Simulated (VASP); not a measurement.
Input of a VASP 6.6.1 run:

INCAR

```
SYSTEM = Hf8ClO15
PREC = Accurate
ENCUT = 520
EDIFF = 1E-8
ISMEAR = -1
SIGMA = 0.01
LREAL = Auto
LASPH = .True.
NELM = 100
ALGO = Fast
ISIF = 2
LWAVE = .False.
LCHARG = .False.
GGA = PE
LEFG = .True.
NELECT = 176.0
NBANDS = 106
```

File KPOINTS:

```
Automatic mesh
0
Gamma
  4 4 4
  0 0 0
```

File POSCAR:

```
Hf8ClO15
1.0
   -3.5580193300      3.5580193300      5.1718612100
    3.5580193300     -3.5580193300      5.1718612100
    3.5580193300      3.5580193300     -5.1718612100
Hf Cl O
8 1 15
Direct
    0.5000000000      0.5000000000      0.5000000000
    0.0000000000      0.0000000000      0.5000000000
    0.0000000000      0.5000000000      0.0000000000
    0.5000000000      0.0000000000      0.0000000000
    0.0000000000      0.0000000000      0.0000000000
    0.5000000000      0.5000000000      0.0000000000
    0.5000000000      0.0000000000      0.5000000000
    0.0000000000      0.5000000000      0.5000000000
    0.5986039400      0.3486039400      0.2500000000
    0.0986039400      0.8486039400      0.2500000000
    0.0986039400      0.3486039400      0.7500000000
    0.5986039400      0.8486039400      0.7500000000
    0.4013960600      0.6513960600      0.2500000000
    0.9013960600      0.1513960600      0.2500000000
    0.9013960600      0.6513960600      0.7500000000
    0.4013960600      0.1513960600      0.7500000000
    0.1513960600      0.4013960600      0.2500000000
    0.6513960600      0.9013960600      0.2500000000
    0.6513960600      0.4013960600      0.7500000000
    0.1513960600      0.9013960600      0.7500000000
    0.3486039400      0.0986039400      0.2500000000
    0.8486039400      0.5986039400      0.2500000000
    0.8486039400      0.0986039400      0.7500000000
    0.3486039400      0.5986039400      0.7500000000
```

Potentials or basis: VASP PAW PBE potentials, release 64 (Hf_pv, Cl, O).

Run with:

```bash
$ cat potpaw_PBE.64/Hf_pv/POTCAR potpaw_PBE.64/Cl/POTCAR potpaw_PBE.64/O/POTCAR > POTCAR
$ mpirun -np 1 vasp_std > vasp.out
```

(1) Estimate the band gap on the k mesh.

(2) Predict the largest force.

Results:

(1) 3.78 eV, indirect (least direct gap 3.88 eV).

(2) 12.133 eV/Å.

Caveat: the cell carries a net charge on a neutralising background, which shifts energy and pressure; the cell is charged against a uniform background, so pressure and absolute levels hang on convention; spin-orbit coupling is left out, which moves the levels of the heavy elements.
